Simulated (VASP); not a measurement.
**BaTaCuO5 under changes of volume**

One of the cells (16.936 Å³/atom); the others are scaled copies at fixed shape and fractional positions:

```
CELL_PARAMETERS angstrom
3.83054 0.00000 0.00000
0.00000 3.83054 0.00000
0.00000 0.00000 9.23360
ATOMIC_POSITIONS crystal
Ta 0.00000 0.00000 0.70839
Ba 0.50000 0.50000 0.02930
Cu 0.00000 0.00000 0.27531
O 0.00000 0.00000 0.91230
O 0.00000 0.50000 0.23567
O 0.50000 0.00000 0.23567
O 0.00000 0.50000 0.66361
O 0.50000 0.00000 0.66361
```

The cell comes from a database or a generator and needn't be the stable form of this composition.

* Program: VASP 6.6.1
* Functional: PBE
* Potentials or basis: VASP PAW PBE potentials, release 64 (Ta_pv, Ba_sv, Cu, O)
* Cutoff: 520 eV
* k mesh: 7 × 7 × 3
* Occupations: fermi-dirac, width 0.05 eV
* Spin: no spin polarisation

```tsv
volume (Å³/atom)	energy over the lowest point (meV/atom)	pressure (GPa)	largest force (eV/Å)
15.607	?	?	?
15.939	8.33	5.4	0.734
16.271	0.00	2.4	0.290
16.936	0.24	-2.6	0.504
17.268	7.68	-4.8	0.860
17.600	19.32	-6.7	1.189
```

Problem. What does the run at 15.607 Å³/atom give?

Solution. Energy over the lowest point 23.15 meV/atom; pressure 8.7 GPa; largest force 1.212 eV/Å.

Worked out: A Birch-Murnaghan fit of order 3 (a polynomial in V^(-2/3)) to the other rows has its minimum at 16.59 Å³/atom with B0 = V·E''(V) = 127 GPa and B' = 4.4 at fixed shape and positions, which overstates the stiffness. It gives 23.17 meV/atom at 15.607 Å³/atom, against the run's 23.15, and -dE/dV = 8.8 GPa, against 8.7.

Energies are extrapolated to zero smearing.

Caveats: the run has no spin polarisation, though such a crystal can be magnetic; forces of over 1 eV/Å show positions far from the minimum, so gaps and moduli don't describe the material at rest (some runs).
